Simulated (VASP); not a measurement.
```
Zr
1.0
    1.42806    -2.47346     0.00000
    1.42806     2.47346     0.00000
    0.00000     0.00000     4.97141
Zr
2
Direct
  0.33333   0.66667   0.25000
  0.66667   0.33333   0.75000
```

All values below come from LDA (Ceperley-Alder, Perdew-Zunger), VASP's LDA PAW potentials (set 64) (plane waves; VASP). Run with 500 eV cut-off, 15×15×8 Γ-centred mesh, first-order Methfessel-Paxton smearing of 0.10 eV, potentials Zr_sv.

Task: Predict the energy per atom (σ→0), pressure, band gap (on the k-mesh) with the smallest direct gap where there is one.

Result: 
```
Item                                                         Value
------------------------  ----------------------------------------
band gap (on the k-mesh)  none (metal, semimetal or under 0.01 eV)
energy per atom (σ→0)                               -8.945 eV/atom
pressure                                                 29.99 GPa
```

Total energies compare only between runs with the same potentials, cut-off and functional.

The compound is Zr in the hcp structure. It was relaxed first under an external pressure of 30 GPa.
